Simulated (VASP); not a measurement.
```xyz
8
Lattice="5.9817 0.0000 0.0000 0.0000 5.9817 0.0000 0.0000 0.0000 5.9817" Properties=species:S:1:pos:R:3 pbc="T T T"
In     5.9817     5.9817     5.9817
In     2.9909     2.9909     5.9817
In     2.9909     5.9817     2.9909
As     1.4323     1.5585     1.5585
As     4.5494     4.4232     1.5585
As     4.5494     1.5585     4.4232
As     1.4323     4.4232     4.4232
Al     5.9817     2.9909     2.9909
```

The numbers are results of PBEsol GGA, VASP's PBE PAW potentials (set 64) (plane waves; VASP 6.6.1), not measurements. Numerical set-up: 400 eV cut-off, 4×4×4 Γ-centred mesh, tetrahedra with Blöchl corrections, potentials In_d As Al.

The cores are frozen, which limits the accuracy of field gradients.

Problem. Give the principal components of the electric field gradient (V/Å²) and the asymmetry η at each nucleus.

Solution. 
| atom | Vxx | Vyy | Vzz | η |
|---|---|---|---|---|
| In1 | -13.8 | -13.8 | 27.7 | 0.00 |
| In2 | -13.8 | -13.8 | 27.7 | 0.00 |
| In3 | -13.8 | -13.8 | 27.7 | 0.00 |
| As4 | 10.6 | 10.6 | -21.3 | 0.00 |
| As5 | 10.6 | 10.6 | -21.3 | 0.00 |
| As6 | 10.6 | 10.6 | -21.3 | 0.00 |
| As7 | 10.6 | 10.6 | -21.3 | 0.00 |
| Al8 | 0.0 | 0.0 | 0.0 | - |

The structure was generated: AlIn3As4 was put into an ordered model structure (P-43m), which need not be its known phase. It was relaxed first.
